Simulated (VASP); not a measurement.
# Ba2Tl5V3O12 (P-42m) in VASP: a series of runs

One crystal, Ba2Tl5V3O12, is run at these levels: PBE, LDA, PBEsol; tasks: relaxation of cell and atoms.

Program: VASP 6.6.1. These are calculated values, not measurements. Logs are shortened: lines on timing, memory, paths and dates and some standing lists are left out, and cuts for length are marked.

## Step 1: The crystal as given

It takes space group P-42m (No. 111, tetragonal). Conventional cell: a = 9.937 Å, b = 9.937 Å, c = 6.656 Å, α = 90.00°, β = 90.00°, γ = 90.00°. Ba (site symmetry 222) has 4 O at 2.61 Å as nearest neighbours. Around V (site symmetry -42m) lie 4 O at 1.73 Å. V (site symmetry 222) is surrounded by 4 O at 1.73 Å. Tl (site symmetry -42m) has 8 O at 4.22 Å as nearest neighbours. Tl (site symmetry m) has 3 O at 2.32 to 2.59 Å as nearest neighbours. O (site symmetry m) is surrounded by 1 V at 1.73 Å. O (site symmetry 1) is surrounded by 1 V at 1.73 Å.

The cell was built by a generator and needn't be a form met in nature.

## Step 2: Relaxation of cell and atoms, PBE, collinear spin, ferromagnetic start

The input, INCAR:

```
SYSTEM = Ba2Tl5V3O12
PREC     = Accurate       ! precision mode
ENCUT    = 600            ! plane-wave cutoff, eV
EDIFF    = 1E-7           ! SCF threshold, eV
ISMEAR   = -1             ! smearing method
SIGMA    = 0.05           ! smearing width, eV
LREAL    = .FALSE.        ! projectors in reciprocal space
LASPH    = .TRUE.         ! aspherical terms in the spheres
NELM     = 120            ! most SCF steps
ALGO     = Normal         ! electronic algorithm
ISIF     = 3              ! what is computed and relaxed
LWAVE    = .FALSE.        ! write WAVECAR
LCHARG   = .FALSE.        ! write CHGCAR
ISPIN    = 2              ! spin polarisation
MAGMOM   = 0 0 2 2 2 0 0 0 0 0 0 0 0 0 0 0 0 0 0 0 0 0 ! initial moments
LORBIT   = 11             ! projections on sites
LMAXMIX  = 4              ! l up to which the mixer works
GGA      = PE             ! functional
IBRION   = 2              ! ionic algorithm
NSW      = 40             ! ionic steps
EDIFFG   = -0.01          ! ionic threshold
KPAR     = 4
```

The input, KPOINTS:

```
regular mesh
0
G
  3 3 4
  0 0 0
```

The input, POSCAR:

```
Ba2Tl5V3O12
1.0
    9.9366500000      0.0000000000      0.0000000000
    0.0000000000      9.9366500000      0.0000000000
    0.0000000000      0.0000000000      6.6555200000
Ba V Tl O
2 3 5 12
Direct
    0.0000000000      0.5000000000      0.0000000000
    0.5000000000      0.0000000000      0.0000000000
    0.5000000000      0.5000000000      0.0000000000
    0.5000000000      0.0000000000      0.5000000000
    0.0000000000      0.5000000000      0.5000000000
    0.0000000000      0.0000000000      0.5000000000
    0.6732100000      0.3267900000      0.4601400000
    0.3267900000      0.6732100000      0.4601400000
    0.6732100000      0.6732100000      0.5398600000
    0.3267900000      0.3267900000      0.5398600000
    0.3984800000      0.6015200000      0.1465200000
    0.6015200000      0.3984800000      0.1465200000
    0.6015200000      0.6015200000      0.8534800000
    0.3984800000      0.3984800000      0.8534800000
    0.5995900000      0.0907200000      0.3357900000
    0.4004100000      0.0907200000      0.6642100000
    0.5995900000      0.9092800000      0.6642100000
    0.4004100000      0.9092800000      0.3357900000
    0.0907200000      0.5995900000      0.3357900000
    0.0907200000      0.4004100000      0.6642100000
    0.9092800000      0.5995900000      0.6642100000
    0.9092800000      0.4004100000      0.3357900000
```

Potentials or basis: VASP PAW PBE potentials, release 64 (Ba_sv, V_sv, Tl_d, O).

On the command line:

```sh
cat potpaw_PBE.64/Ba_sv/POTCAR potpaw_PBE.64/V_sv/POTCAR potpaw_PBE.64/Tl_d/POTCAR potpaw_PBE.64/O/POTCAR > POTCAR
mpirun -np 4 vasp_std > vasp.out
```

OUTCAR:

```text
SYSTEM = Ba2Tl5V3O12
   PREC = Accurate
   ENCUT = 600
   EDIFF = 1E-7
   ISMEAR = -1
   LREAL = .FALSE.
   LASPH = .TRUE.
   NELM = 120
   ISIF = 3
   ISPIN = 2
   LORBIT = 11
   GGA = PE
   IBRION = 2
   NSW = 40
   EDIFFG = -0.01

 ion  position               nearest neighbor table
   1  0.000  0.500  0.000-  19 2.61  20 2.61  21 2.61  22 2.61   5 3.33   5 3.33
   2  0.500  0.000  0.000-  15 2.61  16 2.61  17 2.61  18 2.61   4 3.33   4 3.33
   3  0.500  0.500  0.000-  11 1.73  12 1.73  13 1.73  14 1.73
   4  0.500  0.000  0.500-  15 1.73  16 1.73  17 1.73  18 1.73   2 3.33   2 3.33
   5  0.000  0.500  0.500-  19 1.73  20 1.73  21 1.73  22 1.73   1 3.33   1 3.33
   6  0.000  0.000  0.500-
   7  0.673  0.327  0.460-  12 2.32  15 2.59  22 2.59  10 3.48   9 3.48
   8  0.327  0.673  0.460-  11 2.32  18 2.59  19 2.59  10 3.48   9 3.48
   9  0.673  0.673  0.540-  13 2.32  17 2.59  21 2.59   8 3.48   7 3.48
  10  0.327  0.327  0.540-  14 2.32  16 2.59  20 2.59   8 3.48   7 3.48
  11  0.398  0.602  0.147-   3 1.73   8 2.32
  12  0.602  0.398  0.147-   3 1.73   7 2.32
  13  0.602  0.602  0.853-   3 1.73   9 2.32
  14  0.398  0.398  0.853-   3 1.73  10 2.32
  15  0.600  0.091  0.336-   4 1.73   7 2.59   2 2.61
  16  0.400  0.091  0.664-   4 1.73  10 2.59   2 2.61
  17  0.600  0.909  0.664-   4 1.73   9 2.59   2 2.61
  18  0.400  0.909  0.336-   4 1.73   8 2.59   2 2.61
  19  0.091  0.600  0.336-   5 1.73   8 2.59   1 2.61
  20  0.091  0.400  0.664-   5 1.73  10 2.59   1 2.61
  21  0.909  0.600  0.664-   5 1.73   9 2.59   1 2.61
  22  0.909  0.400  0.336-   5 1.73   7 2.59   1 2.61

  LATTYP: Found a simple tetragonal cell.
 ALAT       =     9.9366500000
 C/A-ratio  =     0.6697951523

  Lattice vectors:

 A1 = (   9.9366500000,   0.0000000000,   0.0000000000)
 A2 = (   0.0000000000,   9.9366500000,   0.0000000000)
 A3 = (   0.0000000000,   0.0000000000,   6.6555200000)

Analysis of symmetry for initial positions (statically):
=====================================================================
 Subroutine PRICEL returns:
 Original cell was already a primitive cell.

 Routine SETGRP: Setting up the symmetry group for a
 simple tetragonal supercell.

 Subroutine GETGRP returns: Found  8 space group operations
 (whereof  8 operations were pure point group operations)
 out of a pool of 16 trial point group operations.

The static configuration has the point symmetry D_2d.

Analysis of symmetry for dynamics (positions and initial velocities):
=====================================================================
 Subroutine PRICEL returns:
 Original cell was already a primitive cell.

 Routine SETGRP: Setting up the symmetry group for a
 simple tetragonal supercell.

 Subroutine GETGRP returns: Found  8 space group operations
 (whereof  8 operations were pure point group operations)
 out of a pool of 16 trial point group operations.

The dynamic configuration has the point symmetry D_2d.

Analysis of structural, dynamic, and magnetic symmetry:
=====================================================================
 Subroutine PRICEL returns:
 Original cell was already a primitive cell.

 Routine SETGRP: Setting up the symmetry group for a
 simple tetragonal supercell.

 Subroutine GETGRP returns: Found  8 space group operations
 (whereof  8 operations were pure point group operations)
 out of a pool of 16 trial point group operations.

The overall configuration has the point symmetry D_2d.

 Subroutine INISYM returns: Found  8 space group operations
 (whereof  8 operations are pure point group operations),
 and found     1 'primitive' translations

----------------------------------------------------------------------------------------

                                     Primitive cell

  volume of cell :     657.1462

  direct lattice vectors                    reciprocal lattice vectors
     9.936650000  0.000000000  0.000000000     0.100637539  0.000000000  0.000000000
     0.000000000  9.936650000  0.000000000     0.000000000  0.100637539  0.000000000
     0.000000000  0.000000000  6.655520000     0.000000000  0.000000000  0.150251220

  length of vectors
[... 94 lines left out ...]
   NGX,Y,Z   is equivalent  to a cutoff of  13.38, 13.38, 13.49 a.u.
   NGXF,Y,Z  is equivalent  to a cutoff of  26.77, 26.77, 26.98 a.u.
 SYSTEM =  Ba2Tl5V3O12
   PREC   = accura    normal or accurate (medium, high low for compatibility)
   ISTART =      0    job   : 0-new  1-cont  2-samecut
   ICHARG =      2    charge: 1-file 2-atom 10-const
   ISPIN  =      2    spin polarized calculation?
   LNONCOLLINEAR =      F non collinear calculations
   LSORBIT =      F    spin-orbit coupling
   LASPH  =      T    aspherical Exc in radial PAW
   ENCUT  =  600.0 eV  44.10 Ry    6.64 a.u.  19.85 19.85 13.29*2*pi/ulx,y,z
   NELM   =    120;   NELMIN=  2; NELMDL= -5     # of ELM steps
   EDIFF  = 0.1E-06   stopping-criterion for ELM
   LREAL  =      F    real-space projection
   EDIFFG = -.1E-01   stopping-criterion for IOM
   NSW    =     40    number of steps for IOM
   IBRION =      2    ionic relax: 0-MD 1-quasi-New 2-CG
   NFREE  =      1    steps in history (QN), initial steepest desc. (CG)
   ISIF   =      3    stress and relaxation
   ISYM   =      2    0-nonsym 1-usesym 2-fastsym
   POTIM  = 0.5000    time-step for ionic-motion
   TEBEG  =    0.0;   TEEND  =   0.0 temperature during run
   PSTRESS=    0.0 pullay stress
   NELECT =     196.0000    total number of electrons
   NUPDOWN=      -1.0000    fix difference up-down
   EMIN   =  10.00;   EMAX   =-10.00  energy-range for DOS
   EFERMI =   0.00;   METHOD = LEGACY
   ISMEAR =    -1;   SIGMA  =   0.05  broadening in eV -4-tet -1-fermi 0-gaus
   EFERMI_NEDOS =   21; number of points for ismear=-14 and -15
   IALGO  =     38    algorithm
   IMIX   =      4    mixing-type and parameters
     AMIX     =   0.40;   BMIX     =  1.00
     AMIX_MAG =   1.60;   BMIX_MAG =  1.00
  volume/ion in A,a.u.               =      29.87       201.57
  Fermi-wavevector in a.u.,A,eV,Ry     =   1.093804  2.066990 16.278110  1.196407
  Thomas-Fermi vector in A             =   2.230097
   LORBIT       =     11    0 simple, 1 ext, 2 COOP (PROOUT), +10 PAW based schemes
   GGA     = PE    functional components
   LHFCALC =     F    Hartree Fock is set to
   AEXX    =    0.0000 exact exchange contribution
   IVDW    =     0    specifies the selected vdW correction
   LEPSILON=     F    determine dielectric tensor
   LRPA    =     F    only Hartree local field effects (RPA)
 conjugate gradient relaxation of ions
 spin polarized calculation
  energy-cutoff  :      600.00
  volume of cell :      657.15
 maximum number of plane-waves:     21956
 NGX is ok and might be reduce to    80
   NGX = 39   NGY = 39   NGZ = 27

--------------------------------------- Ionic step        1  -------------------------------------------

 number of electron     196.0000002 magnetization       0.0001728

 number of electron     196.0000002 magnetization      -0.0000034

 Free energy of the ion-electron system (eV)
  ---------------------------------------------------
  ext. energy  EPLUGINS =         0.00000000
  ---------------------------------------------------
  free energy    TOTEN  =      -142.15327932 eV

  energy without entropy =     -142.15008972  energy(sigma->0) =     -142.15168452

------------------------ aborting loop because EDIFF is reached ----------------------------------------

  FORCE on cell =-STRESS in cart. coord.  units (eV):
  Direction    XX          YY          ZZ          XY          YZ          ZX
  --------------------------------------------------------------------------------------
  -------------------------------------------------------------------------------------
  Total        0.9640898      0.9640898      2.8060147      0.0000000      0.0000000      0.0000000
  in kB        2.3505315      2.3505315      6.8412985      0.0000000      0.0000000      0.0000000
  external PRESSURE =       3.8474538 kB  Pullay stress =       0.0000000 kB
[... 153 lines left out ...]
  FREE ENERGIE OF THE ION-ELECTRON SYSTEM (eV)
  ---------------------------------------------------
  free  energy   TOTEN  =      -142.1623758318 eV

  energy  without entropy=     -142.1591104637  energy(sigma->0) =     -142.16074315

[... ionic steps 4 to 13 ...]

--------------------------------------- Ionic step       14  -------------------------------------------

 number of electron     196.0000048 magnetization       0.0000002

 number of electron     196.0000048 magnetization      -0.0000003
[... 113 lines left out ...]
 number of electron     196.0000047 magnetization       0.0000000

 number of electron     196.0000047 magnetization      -0.0000000

 Free energy of the ion-electron system (eV)
  ---------------------------------------------------
  ext. energy  EPLUGINS =         0.00000000
  ---------------------------------------------------
  free energy    TOTEN  =      -142.17150925 eV

  energy without entropy =     -142.16883515  energy(sigma->0) =     -142.17017220

 E-fermi :   0.5625     XC(G=0):  -6.9463

 val. band max:        0.2783932723   @ k =   0.3333   0.0000   0.0000
 cond. band min:       0.8003789744   @ k =   0.0000   0.0000   0.5000
 fundamental gap:      0.5219857021
 Fermi energy:         0.5624575176

 spin component 1

 k-point     1 :       0.0000    0.0000    0.0000
  band No.  band energies     occupation
      1     -64.0719      1.00000
      2     -64.0719      1.00000
      3     -63.0884      1.00000
      4     -38.0696      1.00000
      5     -38.0696      1.00000
      6     -38.0102      1.00000
[... 1006 lines left out ...]
    109       4.0143      0.00000
    110       4.1291      0.00000
 Fermi energy:         0.5624575176

 spin component 2

 k-point     1 :       0.0000    0.0000    0.0000
  band No.  band energies     occupation
      1     -64.0719      1.00000
      2     -64.0719      1.00000
      3     -63.0884      1.00000
      4     -38.0696      1.00000
      5     -38.0696      1.00000
      6     -38.0102      1.00000
[... 1006 lines left out ...]
    109       4.0143      0.00000
    110       4.1291      0.00000
 [bands above 110 left out]

------------------------ aborting loop because EDIFF is reached ----------------------------------------

  FORCE on cell =-STRESS in cart. coord.  units (eV):
  Direction    XX          YY          ZZ          XY          YZ          ZX
  --------------------------------------------------------------------------------------
  -------------------------------------------------------------------------------------
  Total        0.0260337      0.0260337     -0.0724880      0.0000000      0.0000000      0.0000000
  in kB        0.0636719      0.0636719     -0.1772877      0.0000000      0.0000000      0.0000000
  external PRESSURE =      -0.0166480 kB  Pullay stress =       0.0000000 kB
[... 37 lines left out ...]
  FREE ENERGIE OF THE ION-ELECTRON SYSTEM (eV)
  ---------------------------------------------------
  free  energy   TOTEN  =      -142.1715092533 eV

  energy  without entropy=     -142.1688351532  energy(sigma->0) =     -142.17017220

 reached required accuracy - stopping structural energy minimisation

 total charge

# of ion       s       p       d       tot
------------------------------------------
    1        1.990   5.622   0.277   7.889
    2        1.990   5.622   0.277   7.889
    3        2.393   6.423   3.223  12.040
    4        2.404   6.435   3.277  12.115
    5        2.404   6.435   3.277  12.115
    6        1.318   0.035   9.669  11.023
[... 14 lines left out ...]
   21        1.579   3.405   0.000   4.984
   22        1.579   3.405   0.000   4.984
--------------------------------------------------
tot         36.357  72.346  58.730 167.432

 magnetization (x)

# of ion       s       p       d       tot
------------------------------------------
    1       -0.000   0.000   0.000   0.000
    2       -0.000   0.000   0.000   0.000
    3       -0.000  -0.000   0.000  -0.000
    4        0.000  -0.000   0.000   0.000
    5        0.000  -0.000   0.000   0.000
    6        0.000   0.000   0.000   0.000
[... 14 lines left out ...]
   21        0.000  -0.000   0.000  -0.000
   22        0.000  -0.000   0.000  -0.000
--------------------------------------------------
tot          0.000   0.000   0.000   0.000
```

It took 1.5 h on 4 MPI ranks of AMD EPYC 9R45 (Zen 5), shared host; peak memory 1.9 GiB.

What came out:

```
Free energy                                           : -142.1715 eV
Relaxed volume                                        : 29.78 Å³/atom
Relaxed cell                                          : a = 9.885 Å, b = 9.885 Å, c = 6.704 Å, α = 90.00°, β = 90.00°, γ = 90.00°
Space group after relaxing (to 0.05 Å)                : P-42m (No. 111)
Energy gained by relaxing                             : 0.8 meV/atom
Ionic steps                                           : 16
Pressure after relaxing                               : 0.0 GPa
Largest force after relaxing                          : 0.008 eV/Å
Band gap on the k mesh                                : 0.52 eV, indirect (least direct gap 0.66 eV)
Net moment                                            : 0.00 μB per cell
Valence electrons inside the program's atomic spheres : Ba 7.89; V 12.04, 12.12; Tl 11.02, 11.15; O 4.97, 4.98
```

Forces on the atoms (eV/Å):
```
Ba   0.000  0.000  0.000
Ba   0.000  0.000  0.000
V    0.000  0.000  0.000
V    0.000  0.000  0.000
V    0.000  0.000  0.000
Tl   0.000  0.000  0.000
Tl   0.000  0.000  0.002
Tl   0.000  0.000  0.002
Tl   0.000  0.000 -0.002
Tl   0.000  0.000 -0.002
O   -0.002  0.002 -0.004
O    0.002 -0.002 -0.004
O    0.002  0.002  0.004
O   -0.002 -0.002  0.004
O    0.003  0.001  0.007
O   -0.003  0.001 -0.007
O    0.003 -0.001 -0.007
O   -0.003 -0.001  0.007
O    0.001  0.003  0.007
O    0.001 -0.003 -0.007
O   -0.001  0.003 -0.007
O   -0.001 -0.003  0.007
```

The path:
```
step  energy change (eV)  largest force (eV/Å)  pressure (GPa)  volume (Å³)
   1              0.0000                0.1966            0.38       657.15
   2              0.0029                0.3074           -0.56       663.99
   3             -0.0091                0.1176           -0.06       660.31
   4             -0.0139                0.0519           -0.06       660.51
   5             -0.0150                0.0430           -0.05       660.68
   6             -0.0159                0.0289           -0.04       659.75
   7             -0.0160                0.0610           -0.03       659.06
   8             -0.0166                0.0314            0.00       658.09
   9             -0.0167                0.0770            0.06       656.20
  10             -0.0168                0.0446            0.04       657.05
  11             -0.0175                0.0289            0.00       656.68
  12             -0.0179                0.0486           -0.06       656.00
  13             -0.0182                0.0148           -0.02       655.24
  14             -0.0182                0.0108           -0.01       655.04
  15             -0.0182                0.0112           -0.01       655.09
  16             -0.0182                0.0077            0.00       655.09
```

Final structure:
```cif
data_structure
_symmetry_space_group_name_H-M 'P 1'
_symmetry_Int_Tables_number 1
_cell_length_a 9.8852
_cell_length_b 9.8852
_cell_length_c 6.7039
_cell_angle_alpha 90.000
_cell_angle_beta 90.000
_cell_angle_gamma 90.000
_cell_volume 655.09
loop_
_atom_site_label
_atom_site_type_symbol
_atom_site_fract_x
_atom_site_fract_y
_atom_site_fract_z
_atom_site_occupancy
Ba1 Ba 0.00000 0.50000 0.00000 1
Ba2 Ba 0.50000 0.00000 0.00000 1
V1 V 0.50000 0.50000 0.00000 1
V2 V 0.50000 0.00000 0.50000 1
V3 V 0.00000 0.50000 0.50000 1
Tl1 Tl 0.00000 0.00000 0.50000 1
Tl2 Tl 0.67197 0.32803 0.46008 1
Tl3 Tl 0.32803 0.67197 0.46008 1
Tl4 Tl 0.67197 0.67197 0.53992 1
Tl5 Tl 0.32803 0.32803 0.53992 1
O1 O 0.39765 0.60235 0.14559 1
O2 O 0.60235 0.39765 0.14559 1
O3 O 0.60235 0.60235 0.85441 1
O4 O 0.39765 0.39765 0.85441 1
O5 O 0.60086 0.09144 0.33727 1
O6 O 0.39914 0.09144 0.66273 1
O7 O 0.60086 0.90856 0.66273 1
O8 O 0.39914 0.90856 0.33727 1
O9 O 0.09144 0.60086 0.33727 1
O10 O 0.09144 0.39914 0.66273 1
O11 O 0.90856 0.60086 0.66273 1
O12 O 0.90856 0.39914 0.33727 1
```

Caveat: spin-orbit coupling is left out, which as a rule narrows the gap of such compounds by several tenths of an eV; an odd mesh through Γ misses points on the zone boundary, where band edges often lie.

[end of part 1 of 2]
